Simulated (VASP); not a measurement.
Set up this calculation in VASP 6.6.1, as the native input.

```yaml
Task: single point
Functional: PBE
Potentials_or_basis: VASP PAW PBE potentials, release 64 (Hg, Au, Mn_pv)
Cutoff: 520 eV
k_mesh: 8 × 8 × 2
Occupations: fermi-dirac, width 0.05 eV
Spin: collinear spin, ferromagnetic start
Starting_moments: "[0.0, 0.0, 0.0, 0.0, 4.0, 4.0, 4.0, 4.0] μB"
Further_INCAR_settings: ALGO = Normal; EDIFF = 1e-07; NBANDS = 64
```

The structure of Mn4Hg3Au lies in POSCAR:

```
Mn4Hg3Au
1.0
    3.3167240000      0.0000000000      0.0000000000
    0.0000000000      3.3167240000      0.0000000000
    0.0000000000      0.0000000000     13.0648550000
Hg Au Mn
3 1 4
Direct
    0.0000000000      0.0000000000      0.7517430000
    0.0000000000      0.0000000000      0.5000000000
    0.0000000000      0.0000000000      0.2482570000
    0.0000000000      0.0000000000      0.0000000000
    0.5000000000      0.5000000000      0.8836150000
    0.5000000000      0.5000000000      0.6256720000
    0.5000000000      0.5000000000      0.3743280000
    0.5000000000      0.5000000000      0.1163850000
```

The cell comes from a database or a generator and needn't be the stable form of this composition.

One way to write it, as run:

INCAR

```
SYSTEM = Mn4Hg3Au
  PREC = Accurate
  ENCUT = 520
  EDIFF = 1E-7
  ISMEAR = -1
  SIGMA = 0.05
  LREAL = .False.
  LASPH = .True.
  NELM = 100
  ALGO = Normal
  ISIF = 2
  LWAVE = .False.
  LCHARG = .True.
  ISPIN = 2
  MAGMOM = 0 0 0 0 4 4 4 4
  LORBIT = 11
  LMAXMIX = 4
  GGA = PE
  LELF = .True.
  LVHAR = .True.
  NBANDS = 64
```

KPOINTS

```
regular mesh
0
Gamma
  8 8 2
  0 0 0
```

Potentials or basis: VASP PAW PBE potentials, release 64 (Hg, Au, Mn_pv).

The run is started by

```sh
$ cat potpaw_PBE.64/Hg/POTCAR potpaw_PBE.64/Au/POTCAR potpaw_PBE.64/Mn_pv/POTCAR > POTCAR
$ mpirun -np 1 vasp_std > vasp.out
```

Results of the run:

- Pressure: 0.2 GPa
- Largest force: 0.107 eV/Å
- Band gap on the k mesh: none (metal or under the smearing width)
- Net moment: 16.02 μB per cell
- Site moments: Hg -0.05; Au +0.07; Mn +3.92, +3.83 μB
- Valence electrons inside the program's atomic spheres: Hg 10.58, 10.60; Au 9.71; Mn 11.38, 11.40

Run time: 22 min on 1 thread of Intel(R) Xeon(R) Platinum 8488C (Sapphire Rapids) (shared host), peak memory 0.59 GiB.
